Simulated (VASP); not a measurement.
Given:

```yaml
crystal:
  lattice:
    - [0.00000, 3.06965, 3.06965]
    - [3.06965, 0.00000, 3.06965]
    - [3.06965, 3.06965, 0.00000]
  atoms:
    - { symbol: In, position: [0.00000, 0.00000, 0.00000] }
    - { symbol: As, position: [0.25000, 0.25000, 0.25000] }
```

The numbers are results of PBE GGA with D3 dispersion (zero damping), VASP's PBE PAW potentials (set 64) (plane waves; VASP), not measurements. Settings: 520 eV cut-off, 9×9×9 Γ-centred mesh, first-order Methfessel-Paxton smearing of 0.10 eV, potentials In_d As.

Unless said otherwise, spin-orbit coupling is left out, though it shifts the bands of the heavy elements here.

### Question
Estimate the energy per atom (σ→0), band gap (on the k-mesh) with the smallest direct gap where there is one.

### Answer

The band gap (on the k-mesh) comes out as none (metal, semimetal or under 0.01 eV). The energy per atom (σ→0) is -4.069 eV/atom.

Only differences to runs with the same potentials and settings are physical.

The compound is InAs in the zinc blende structure. It was relaxed first. The start is the result of an earlier pass.
